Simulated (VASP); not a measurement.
Energy against volume of Pb (fcc). The numbers are results of PBE GGA with D3 dispersion (zero damping), VASP's PBE PAW potentials (set 64) (plane waves; VASP 6.6.1), not measurements. Numerical set-up: 520 eV cut-off, 13×13×13 Γ-centred mesh, first-order Methfessel-Paxton smearing of 0.10 eV, potentials Pb_d.

```csv
V (Å³/atom),E (eV/atom)
29.792,-3.79020
30.713,-3.79538
31.635,-3.79274
32.556,-3.78391
```

**Question.** Fit these four points and predict the energy of the run at 28.870 Å³/atom.

**Answer.** A cubic in V^(−2/3), the third-order Birch-Murnaghan form, passes through the four points with V0 = 30.83 Å³/atom and B0 = 44 GPa, and gives -3.7752 eV/atom there. The run gave -3.7757 eV/atom, -0.5 meV/atom from the fit; all five points give B0 = 43 GPa.

The compound is Pb in the fcc structure. It was relaxed first.
